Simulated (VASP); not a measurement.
# ZnSe(110): relaxation, ionisation energy and affinity, part 2 of 3

Aim: ionisation energy and electron affinity of ZnSe(110), from a slab and a bulk run lined up through core potentials.

VASP 6.6.1; r2SCAN; plane waves and PAW (Zn, Se).

So far. Step 2 (Relaxing the bulk crystal): The run ended after 2 ionic steps, 0.000 eV below its first step, once forces and stress met EDIFFG = -0.02.

### Step 4. Surface relaxation

System of this step: ZnSe(110). The cell holds 18 atoms: 9 Zn and 9 Se. Its edges and angles: a = 4.000 Å, b = 5.657 Å, c = 32.001 Å, α = 90.0°, β = 90.0°, γ = 90.0°. It derives from ZnSe. 9 layers, cut at this functional's lattice. Vacuum lies along c.

All atoms relax at the fixed cell.

INCAR

```
SYSTEM = ZnSe
PREC = Normal
ENCUT = 320
EDIFF = 1E-05
NELM = 120
ISMEAR = 0
SIGMA = 0.03
LREAL = Auto
ALGO = Normal
METAGGA = R2SCAN
LASPH = .TRUE.
NBANDS = 100
LORBIT = 11
LWAVE = .FALSE.
LCHARG = .FALSE.
KPAR = 2
NCORE = 2
IBRION = 2
NSW = 60
ISIF = 2
EDIFFG = -0.03
POTIM = 0.4
MAXMIX = 40
IDIPOL = 3
LDIPOL = .TRUE.
DIPOL = 0.5 0.5 0.5
```

POSCAR

```
ZnSe
1.0
    4.0002448405      0.0000000000      0.0000000000
    0.0000000000      5.6572005062      0.0000000000
    0.0000000000      0.0000000000     32.0009793619
Zn Se
9 9
Direct
    0.0000000000      0.0000000000      0.2499923500
    0.5000000000      0.5000000000      0.3124942600
    0.0000000000      0.0000000000      0.3749961700
    0.5000000000      0.5000000000      0.4374980900
    0.0000000000      0.0000000000      0.5000000000
    0.5000000000      0.5000000000      0.5625019100
    0.0000000000      0.0000000000      0.6250038300
    0.5000000000      0.5000000000      0.6875057400
    0.0000000000      0.0000000000      0.7500076500
    0.0000000000      0.7500000000      0.3124942600
    0.5000000000      0.2500000000      0.2499923500
    0.0000000000      0.7500000000      0.4374980900
    0.5000000000      0.2500000000      0.3749961700
    0.0000000000      0.7500000000      0.5625019100
    0.5000000000      0.2500000000      0.5000000000
    0.0000000000      0.7500000000      0.6875057400
    0.5000000000      0.2500000000      0.6250038300
    0.5000000000      0.2500000000      0.7500076500
```

KPOINTS

```
Automatic mesh
0
Gamma
6 4 1
0 0 0
```

PAW data sets: Zn and Se (PBE family, release 64).

Launch:

```
$ mpirun -np 4 vasp_std
```

Output:

```text
[banner, memory and clock lines left out]
running    4 mpi-ranks, on    1 nodes
[...]
[... a notice as in an earlier step ...]

 LDA part: xc-table for (None), standard interpolation
 POSCAR, INCAR and KPOINTS ok, starting setup
[...]
entering main loop
       N       E                     dE             d eps       ncg     rms          rms(c)
DAV:   1     0.827303330374E+03    0.82730E+03   -0.55387E+04  2488   0.113E+03
DAV:   2    -0.114624385477E+03   -0.94193E+03   -0.90415E+03  2680   0.300E+02
DAV:   3    -0.241838193294E+03   -0.12721E+03   -0.12605E+03  2648   0.120E+02
DAV:   4    -0.247500883993E+03   -0.56627E+01   -0.56354E+01  2792   0.233E+01
[...]
DAV:  19    -0.221822389805E+03   -0.78398E-04   -0.14758E-05  1844   0.229E-02    0.506E-03
DAV:  20    -0.221822429683E+03   -0.39877E-04   -0.10220E-05  1784   0.172E-02    0.320E-03
DAV:  21    -0.221822437124E+03   -0.74415E-05   -0.37821E-06  1728   0.147E-02
   1 F= -.22182244E+03 E0= -.22182244E+03  d E =-.221822E+03
[... from here on, the cycles between the ionic steps are left out ...]
   2 F= -.22208732E+03 E0= -.22208732E+03  d E =-.264887E+00
   3 F= -.22240220E+03 E0= -.22240220E+03  d E =-.579766E+00
   5 F= -.22261506E+03 E0= -.22261506E+03  d E =-.181834E+00
   7 F= -.22280216E+03 E0= -.22280216E+03  d E =-.368936E+00
   9 F= -.22282898E+03 E0= -.22282898E+03  d E =-.268146E-01
  11 F= -.22284349E+03 E0= -.22284349E+03  d E =-.145197E-01
  13 F= -.22285104E+03 E0= -.22285104E+03  d E =-.754265E-02
  15 F= -.22285612E+03 E0= -.22285612E+03  d E =-.508418E-02
  17 F= -.22285743E+03 E0= -.22285743E+03  d E =-.131052E-02
  19 F= -.22285755E+03 E0= -.22285755E+03  d E =-.142561E-02
  21 F= -.22286104E+03 E0= -.22286104E+03  d E =-.349686E-02
  23 F= -.22286226E+03 E0= -.22286226E+03  d E =-.471511E-02
  25 F= -.22286280E+03 E0= -.22286280E+03  d E =-.525610E-02
  27 F= -.22286402E+03 E0= -.22286402E+03  d E =-.121262E-02
[...]
hard stop encountered!  aborting job ...
[...]
|     The electronic self-consistency was not achieved in the given           |
[...]
soft stop encountered!  aborting job ...
  28 F= -.22286248E+03 E0= -.22286248E+03  d E =-.881782E-14
 deleting file STOPCAR
```

It took 40 min on 4 MPI ranks of Intel Xeon Platinum 8488C (Sapphire Rapids), shared host; peak memory 1.2 GiB.

Step by step (22 of 27):

| step | energy less that of the first step (eV) | largest force (eV/Å) |
| --- | --- | --- |
| 1 | 0.0000 | 1.5988 |
| 2 | -0.2649 | 1.1269 |
| 3 | -0.5798 | 0.6355 |
| 5 | -0.7926 | 0.6056 |
| 6 | -0.9748 | 0.2753 |
| 7 | -0.9797 | 0.2366 |
| 8 | -1.0059 | 0.1211 |
| 10 | -1.0192 | 0.2116 |
| 11 | -1.0211 | 0.2270 |
| 12 | -1.0285 | 0.1098 |
| 13 | -1.0286 | 0.1145 |
| 15 | -1.0337 | 0.0539 |
| 16 | -1.0348 | 0.0577 |
| 17 | -1.0350 | 0.0641 |
| 18 | -1.0351 | 0.0772 |
| 20 | -1.0359 | 0.0798 |
| 21 | -1.0386 | 0.0906 |
| 22 | -1.0385 | 0.1546 |
| 23 | -1.0398 | 0.1023 |
| 25 | -1.0404 | 0.1139 |
| 26 | -1.0412 | 0.1012 |
| 27 | -1.0416 | 0.0942 |

The atoms that moved most (Å):

| atom | dx | dy | dz | length |
| --- | --- | --- | --- | --- |
| Zn9 | 0.000 | 0.322 | -0.444 | 0.549 |
| Zn1 | 0.000 | 0.322 | 0.444 | 0.549 |
| Se11 | 0.000 | 0.031 | -0.222 | 0.224 |
| Se18 | 0.000 | 0.031 | 0.222 | 0.224 |
| Zn8 | 0.000 | -0.096 | 0.158 | 0.185 |
| Zn2 | 0.000 | -0.096 | -0.158 | 0.185 |
| Se10 | 0.000 | -0.085 | -0.010 | 0.086 |
| Se16 | 0.000 | -0.085 | 0.010 | 0.086 |

The relaxed structure:

```cif
data_structure
_symmetry_space_group_name_H-M 'P 1'
_symmetry_Int_Tables_number 1
_cell_length_a 4.0002
_cell_length_b 5.6572
_cell_length_c 32.0010
_cell_angle_alpha 90.000
_cell_angle_beta 90.000
_cell_angle_gamma 90.000
_cell_volume 724.19
loop_
_atom_site_label
_atom_site_type_symbol
_atom_site_fract_x
_atom_site_fract_y
_atom_site_fract_z
_atom_site_occupancy
Zn1 Zn 0.00000 0.05691 0.26388 1
Zn2 Zn 0.50000 0.48309 0.30755 1
Zn3 Zn 0.00000 0.98705 0.37475 1
Zn4 Zn 0.50000 0.49520 0.43608 1
Zn5 Zn 0.00000 0.99844 0.50000 1
Zn6 Zn 0.50000 0.49520 0.56392 1
Zn7 Zn 0.00000 0.98705 0.62525 1
Zn8 Zn 0.50000 0.48309 0.69245 1
Zn9 Zn 0.00000 0.05691 0.73612 1
Se10 Se 0.00000 0.73495 0.31219 1
Se11 Se 0.50000 0.25550 0.24305 1
Se12 Se 0.00000 0.74506 0.43751 1
Se13 Se 0.50000 0.24327 0.37300 1
Se14 Se 0.00000 0.74506 0.56249 1
Se15 Se 0.50000 0.24949 0.50000 1
Se16 Se 0.00000 0.73495 0.68781 1
Se17 Se 0.50000 0.24327 0.62700 1
Se18 Se 0.50000 0.25550 0.75695 1
```

The stop cut the electronic loop of the last step short, so that step is set aside; the step before it may be unsound too where the loop had begun to diverge.

The run met its time limit with a largest force of 0.09 eV/Å at its last finished step, short of the threshold. The session accepts it under a looser, picked bar, without proof that a minimum is near.

### Step 5. Potential and states of the slab

A static run writes the electrostatic potential without exchange and correlation (LVHAR), which is flat in the vacuum and gives the level to count from. The dipole correction cancels the field that unlike faces would set up across the vacuum.

INCAR

```
SYSTEM = ZnSe
PREC = Normal
ENCUT = 320
EDIFF = 1E-06
NELM = 120
ISMEAR = 0
SIGMA = 0.03
LREAL = Auto
ALGO = Normal
METAGGA = R2SCAN
LASPH = .TRUE.
NBANDS = 100
LORBIT = 11
LWAVE = .FALSE.
LCHARG = .TRUE.
KPAR = 2
IDIPOL = 3
LDIPOL = .TRUE.
DIPOL = 0.5 0.5 0.5
LVHAR = .TRUE.
LVACPOTAV = .TRUE.
NEDOS = 1500
```

POSCAR

```
ZnSe
1.0
    4.0002448405      0.0000000000      0.0000000000
    0.0000000000      5.6572005062      0.0000000000
    0.0000000000      0.0000000000     32.0009793619
Zn Se
9 9
Direct
    0.0000000000      0.0569121951      0.2638752411
    0.5000000000      0.4830901984      0.3075503946
    0.0000000000      0.9870534784      0.3747509718
    0.5000000000      0.4951991371      0.4360848933
    0.0000000000      0.9984389067      0.5000000000
    0.5000000000      0.4951991371      0.5639151067
    0.0000000000      0.9870534784      0.6252490282
    0.5000000000      0.4830901984      0.6924496054
    0.0000000000      0.0569121951      0.7361247589
    0.0000000000      0.7349467582      0.3121852765
    0.5000000000      0.2554984399      0.2430503110
    0.0000000000      0.7450626747      0.4375119676
    0.5000000000      0.2432737739      0.3729987512
    0.0000000000      0.7450626747      0.5624880324
    0.5000000000      0.2494877821      0.5000000000
    0.0000000000      0.7349467582      0.6878147235
    0.5000000000      0.2432737739      0.6270012488
    0.5000000000      0.2554984399      0.7569496890
```

KPOINTS is that of step 4.

KPOINTS_OPT

```
Line mode
14
Line-mode
Reciprocal
  0.00000000   0.00000000   0.00000000 GAMMA
  0.50000000   0.00000000   0.00000000 X

  0.50000000   0.00000000   0.00000000 X
  0.50000000   0.50000000   0.00000000 S

  0.50000000   0.50000000   0.00000000 S
  0.00000000   0.50000000   0.00000000 Y

  0.00000000   0.50000000   0.00000000 Y
  0.00000000   0.00000000   0.00000000 GAMMA

  0.00000000   0.00000000   0.00000000 GAMMA
  0.50000000   0.50000000   0.00000000 S
```

Launch:

```
$ mpirun -np 4 vasp_std
```

Output:

```text
[banner, memory and clock lines left out]
running    4 mpi-ranks, on    1 nodes
 distrk:  each k-point on    2 cores,    2 groups
 distr:  one band on    1 cores,    2 groups

 POSCAR found type information on POSCAR ZnSe
 POSCAR found :  2 types and      18 ions
 [... a notice as in an earlier step ...]

 LDA part: xc-table for (None), standard interpolation
 POSCAR, INCAR and KPOINTS ok, starting setup
 FFT: planning ... GRIDC
 FFT: planning ... GRID_SOFT
 FFT: planning ... GRID
 WAVECAR not read
 entering main loop
       N       E                     dE             d eps       ncg     rms          rms(c)
DAV:   1     0.827794057667E+03    0.82779E+03   -0.55437E+04  2488   0.113E+03
DAV:   2    -0.116148707144E+03   -0.94394E+03   -0.90652E+03  2680   0.300E+02
DAV:   3    -0.242533443737E+03   -0.12638E+03   -0.12526E+03  2692   0.120E+02
DAV:   4    -0.248065622706E+03   -0.55322E+01   -0.55070E+01  2752   0.230E+01
DAV:   5    -0.248192303005E+03   -0.12668E+00   -0.12658E+00  2760   0.316E+00    0.152E+01
DAV:   6    -0.222888706070E+03    0.25304E+02   -0.14851E+01  2920   0.441E+01    0.139E+01
DAV:   7    -0.222679374067E+03    0.20933E+00   -0.42289E+00  2720   0.106E+01    0.795E+00
DAV:   8    -0.222864355630E+03   -0.18498E+00   -0.78206E-01  2856   0.597E+00    0.137E+00
DAV:   9    -0.222858084800E+03    0.62708E-02   -0.20017E-01  2712   0.556E+00    0.614E-01
DAV:  10    -0.222860372539E+03   -0.22877E-02   -0.35743E-02  2648   0.200E+00    0.316E-01
DAV:  11    -0.222862184843E+03   -0.18123E-02   -0.13575E-02  2680   0.547E-01    0.214E-01
DAV:  12    -0.222862994989E+03   -0.81015E-03   -0.40909E-03  3296   0.778E-01    0.123E-01
DAV:  13    -0.222863716193E+03   -0.72120E-03   -0.17416E-03  2696   0.393E-01    0.677E-02
DAV:  14    -0.222863812431E+03   -0.96238E-04   -0.70049E-04  2976   0.221E-01    0.333E-02
DAV:  15    -0.222863936387E+03   -0.12396E-03   -0.21490E-04  2696   0.109E-01    0.232E-02
DAV:  16    -0.222863909879E+03    0.26508E-04   -0.36324E-05  2592   0.459E-02    0.150E-02
DAV:  17    -0.222863984372E+03   -0.74493E-04   -0.11849E-05  2612   0.246E-02    0.938E-03
DAV:  18    -0.222864007169E+03   -0.22797E-04   -0.23374E-05  2624   0.233E-02    0.313E-03
DAV:  19    -0.222864001168E+03    0.60009E-05   -0.60784E-06  2184   0.133E-02    0.273E-03
DAV:  20    -0.222863988044E+03    0.13124E-04   -0.21245E-06  1816   0.965E-03    0.227E-03
DAV:  21    -0.222863997509E+03   -0.94645E-05   -0.18626E-06  1880   0.918E-03    0.984E-04
DAV:  22    -0.222864007434E+03   -0.99247E-05   -0.13329E-06  1800   0.578E-03    0.126E-03
DAV:  23    -0.222864013221E+03   -0.57873E-05   -0.82258E-07  1712   0.801E-03    0.129E-03
DAV:  24    -0.222864025899E+03   -0.12678E-04   -0.25331E-07  1592   0.413E-03    0.557E-04
DAV:  25    -0.222864016827E+03    0.90719E-05   -0.10352E-07  1608   0.231E-03    0.570E-04
DAV:  26    -0.222863998018E+03    0.18809E-04   -0.46984E-07  1600   0.335E-03    0.477E-04
DAV:  27    -0.222863995501E+03    0.25177E-05   -0.61699E-08  1616   0.169E-03    0.272E-04
DAV:  28    -0.222863996637E+03   -0.11360E-05   -0.11092E-07  1520   0.194E-03    0.363E-04
DAV:  29    -0.222863992154E+03    0.44829E-05   -0.12662E-07  1520   0.183E-03    0.175E-04
DAV:  30    -0.222863991337E+03    0.81682E-06   -0.51329E-08  1520   0.122E-03
|                                                                             |
|           W    W    AA    RRRRR   N    N  II  N    N   GGGG   !!!           |
|           W    W   A  A   R    R  NN   N  II  NN   N  G    G  !!!           |
|           W    W  A    A  R    R  N N  N  II  N N  N  G       !!!           |
|           W WW W  AAAAAA  RRRRR   N  N N  II  N  N N  G  GGG   !            |
|           WW  WW  A    A  R   R   N   NN  II  N   NN  G    G                |
|           W    W  A    A  R    R  N    N  II  N    N   GGGG   !!!           |
|                                                                             |
|     Did not find any points to average over, which means that no vacuum     |
|     field-free region was found. Please increase the size of  your cell     |
|     in the dimension of the dipole correction to obtain accurate            |
|     workfunction values.                                                    |
|                                                                             |

   1 F= -.22286399E+03 E0= -.22286399E+03  d E =-.248521E-12
 Start KPOINTS_OPT (optional k-point list driver)
k-point batch [1-12\70]
       N       E                     dE             ncg
DAV:   1    -0.177878214265E+04   -0.17325E+05     2456
DAV:   2    -0.132478026159E+05   -0.11469E+05     2680
DAV:   3    -0.147419618813E+05   -0.14942E+04     2636
DAV:   4    -0.148054970356E+05   -0.63535E+02     2712
DAV:   5    -0.148068996316E+05   -0.14026E+01     2768
DAV:   6    -0.148069349497E+05   -0.35318E-01     2724
DAV:   7    -0.148069361059E+05   -0.11562E-02     2776
DAV:   8    -0.148069361509E+05   -0.44992E-04     2728
DAV:   9    -0.148069361527E+05   -0.18261E-05     1896
DAV:  10    -0.148069361529E+05   -0.19146E-06     1688
[...]
k-point batch [61-70\70]
       N       E                     dE             ncg
DAV:   1    -0.111296906118E+04   -0.28627E+05     2072
DAV:   2    -0.105780991485E+05   -0.94651E+04     2200
DAV:   3    -0.117771559112E+05   -0.11991E+04     2252
DAV:   4    -0.118266214311E+05   -0.49466E+02     2304
DAV:   5    -0.118276915767E+05   -0.10701E+01     2312
DAV:   6    -0.118277200749E+05   -0.28498E-01     2304
DAV:   7    -0.118277210095E+05   -0.93458E-03     2312
DAV:   8    -0.118277210447E+05   -0.35260E-04     2304
DAV:   9    -0.118277210461E+05   -0.13147E-05     1648
DAV:  10    -0.118277210462E+05   -0.13731E-06     1464
```

It took 15 min on 4 MPI ranks; peak memory 1.5 GiB.

From OUTCAR (step 5):

```text
  LATTYP: Found a simple orthorhombic cell.
 ALAT       =     4.0002448405
 B/A-ratio  =     1.4142135624
 C/A-ratio  =     7.9997551745

 Subroutine GETGRP returns: Found  4 space group operations
 (whereof  4 operations were pure point group operations)

The static configuration has the point symmetry C_2v.

 Found     12 irreducible k-points:

   k-points           NKPTS =     12   k-points in BZ     NKDIM =     12   number of bands    NBANDS=    100

   dimension x,y,z NGX =    18 NGY =   28 NGZ =  140
   dimension x,y,z NGXF=    36 NGYF=   56 NGZF=  280

   ENCUT  =  320.0 eV  23.52 Ry    4.85 a.u.   5.83  8.25 46.68*2*pi/ulx,y,z

   NELECT =     162.0000    total number of electrons

 dipolmoment           0.000000      0.000000      0.000000 electrons x Angstroem

 E-fermi :  -1.7040

 k-point     1 :       0.0000    0.0000    0.0000
  band No.  band energies     occupation
    ...
     77      -2.0897      2.00000
     78      -2.0711      2.00000
     79      -1.9795      2.00000
     80      -1.9020      2.00000
     81      -1.8440      2.00000
     82       0.2550      0.00000
     83       0.8753      0.00000
     84       1.5205      0.00000
     85       1.5590      0.00000
     86       1.8181      0.00000
    ...

 k-point     2 :       0.1667    0.0000    0.0000
  band No.  band energies     occupation
    ...
     77      -2.7750      2.00000
     78      -2.5644      2.00000
     79      -2.5177      2.00000
     80      -2.2993      2.00000
     81      -2.1585      2.00000
     82       1.2294      0.00000
     83       1.6714      0.00000
     84       1.8833      0.00000
     85       2.2332      0.00000
     86       2.2593      0.00000
    ...

  Total       -0.4462804     -0.5680443     -0.4312198      0.0000000      0.0000000      0.0000000
  in kB       -0.9873407     -1.2567282     -0.9540208      0.0000000      0.0000000      0.0000000
  external PRESSURE =      -1.0660299 kB  Pullay stress =       0.0000000 kB

  energy-cutoff  :      320.00
  volume of cell :      724.19
      direct lattice vectors                 reciprocal lattice vectors
     4.000244840  0.000000000  0.000000000     0.249984698  0.000000000  0.000000000
     0.000000000  5.657200506  0.000000000     0.000000000  0.176765875  0.000000000
     0.000000000  0.000000000 32.000979362     0.000000000  0.000000000  0.031249044

 POSITION                                       TOTAL-FORCE (eV/Angst)
 -----------------------------------------------------------------------------------
      0.00000      0.32196      8.44427         0.000000     -0.005278      0.016621
      2.00012      2.73294      9.84191        -0.000000     -0.032108     -0.014541
      0.00000      5.58396     11.99240         0.000000      0.050086      0.042833
      2.00012      2.80144     13.95514         0.000000      0.006159     -0.022788
      0.00000      5.64837     16.00049         0.000000      0.094820      0.000000
      2.00012      2.80144     18.04584         0.000000      0.006159      0.022788
      0.00000      5.58396     20.00858         0.000000      0.050086     -0.042833
      2.00012      2.73294     22.15907        -0.000000     -0.032108      0.014541
      0.00000      0.32196     23.55671         0.000000     -0.005278     -0.016621
      0.00000      4.15774      9.99023         0.000000      0.015177     -0.019033
      2.00012      1.44541      7.77785         0.000000     -0.040867      0.048052
      0.00000      4.21497     14.00081         0.000000     -0.012147      0.021331
      2.00012      1.37625     11.93633         0.000000     -0.012858      0.058382
      0.00000      4.21497     18.00017         0.000000     -0.012147     -0.021331
      2.00012      1.41140     16.00049         0.000000     -0.031150      0.000000
      0.00000      4.15774     22.01074         0.000000      0.015177      0.019033
      2.00012      1.37625     20.06465         0.000000     -0.012858     -0.058382
      2.00012      1.44541     24.22313         0.000000     -0.040867     -0.048052
 -----------------------------------------------------------------------------------
    total drift:                                0.000000     -0.102408      0.000114

  FREE ENERGIE OF THE ION-ELECTRON SYSTEM (eV)
  ---------------------------------------------------
  free  energy   TOTEN  =      -222.8639913368 eV

  energy  without entropy=     -222.8639913368  energy(sigma->0) =     -222.86399134

 vacuum level on the upper side and lower side of the slab         4.078         4.078

 total charge
# of ion       s       p       d       tot
------------------------------------------
    1        0.557   0.410   9.784  10.750
    2        0.512   0.441   9.794  10.746
    3        0.512   0.444   9.794  10.749
    4        0.510   0.437   9.794  10.741
    5        0.511   0.441   9.794  10.746
    6        0.510   0.437   9.794  10.741
    7        0.512   0.444   9.794  10.749
    8        0.512   0.441   9.794  10.746
    9        0.557   0.410   9.784  10.750
   10        1.431   2.483   0.032   3.946
   11        1.447   2.426   0.028   3.902
   12        1.431   2.483   0.031   3.944
   13        1.432   2.468   0.028   3.928
   14        1.431   2.483   0.031   3.944
   15        1.431   2.475   0.029   3.935
   16        1.431   2.483   0.032   3.946
   17        1.432   2.468   0.028   3.928
   18        1.447   2.426   0.028   3.902
--------------------------------------------------
tot         17.604  26.098  88.390 132.092

[... 7 further parts left out ...]
```

This step gave:

| Quantity | Value |
| --- | --- |
| electronic cycles | 30 |
| electrons | 162 |
| free energy (TOTEN) | -222.8640 eV |
| Fermi energy | -1.704 eV |
| least gap on mesh and path | 2.099 eV |
| least direct gap on mesh and path | 2.099 eV |
| dipole moment | 0, 0, 0 e·Å |
| vacuum levels | 4.078, 4.078 eV |
| ionisation potentials of the upper and lower face | 5.922, 5.922 eV |
| electron affinities of the upper and lower face | 3.823, 3.823 eV |

[end of part 2 of 3]

[Lines on the potential files, build, host, timing and source positions are cut from VASP's logs without a mark.]

[Logs are printed without paths, hosts, clocks, repeated set-up lines and the standing remarks that a program may print on its own settings, such as how far it seeks lower states.]

[Hosts, paths, dates, database ids (printed as entryN), source tags and the programs' standing remarks are cut or masked in the printed files.]

[Runs that stopped without an error message from VASP are left out.]
